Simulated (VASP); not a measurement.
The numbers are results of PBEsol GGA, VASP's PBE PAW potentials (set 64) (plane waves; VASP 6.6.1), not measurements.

VASP ran on this input.

**KPOINTS**
```
Automatic
0
Gamma
  9 9 9
```

File POSCAR:
```
TiAs
1.0
  0.0000000000   3.2216150000   3.2216150000
  3.2216150000   0.0000000000   3.2216150000
  3.2216150000   3.2216150000   0.0000000000
Ti As
1 1
direct
  0.0000000000   0.0000000000   0.0000000000
  0.2500000000   0.2500000000   0.2500000000
```

INCAR:
```
SYSTEM = TiAs
PREC = Accurate
ENCUT = 400
EDIFF = 1E-6
NELM = 100
ALGO = Normal
LREAL = .FALSE.
LASPH = .TRUE.
ISMEAR = 1
SIGMA = 0.1
GGA = PS
LMAXMIX = 4
LWAVE = .FALSE.
LCHARG = .FALSE.
IBRION = 2
ISIF = 3
NSW = 60
EDIFFG = -0.01
```

POTCAR, in this order: Ti_sv As (PBE.64 set). Program: vasp_std.

Energy and stress use the plane-wave basis of the starting cell.

Task: Predict the energy per atom (σ→0), volume per atom, band gap (on the k-mesh).

Result: 
| Item | Value |
|---|---|
| energy per atom (σ→0) | -6.961 eV/atom |
| band gap (on the k-mesh) | none (metal, semimetal or under 0.01 eV) |
| volume per atom | 23.03 Å³/atom |

OSZICAR:
```
...
DAV:   1    -0.139248877195E+02   -0.31150E-02   -0.60317E-02   920   0.357E+00    0.480E-01
DAV:   2    -0.139224795747E+02    0.24081E-02   -0.27070E-02  1144   0.201E+00    0.157E-01
DAV:   3    -0.139217694465E+02    0.71013E-03   -0.39654E-03  1020   0.639E-01    0.532E-02
DAV:   4    -0.139217525790E+02    0.16867E-04   -0.55814E-04   920   0.207E-01    0.279E-02
DAV:   5    -0.139217947494E+02   -0.42170E-04   -0.68896E-05  1056   0.678E-02    0.953E-03
DAV:   6    -0.139218062975E+02   -0.11548E-04   -0.54199E-05  1312   0.335E-02    0.944E-03
DAV:   7    -0.139218068204E+02   -0.52292E-06   -0.10523E-06   704   0.845E-03
  14 F= -.13921807E+02 E0= -.13921421E+02  d E =-.360891E-03
```

The structure was generated: TiAs was put into the zinc blende type (F-43m), which need not be its known phase. This run relaxes it. Symmetry was kept, so distortions that lower it aren't found. The electron count is odd and the run is not spin-polarised, which forces a metal.
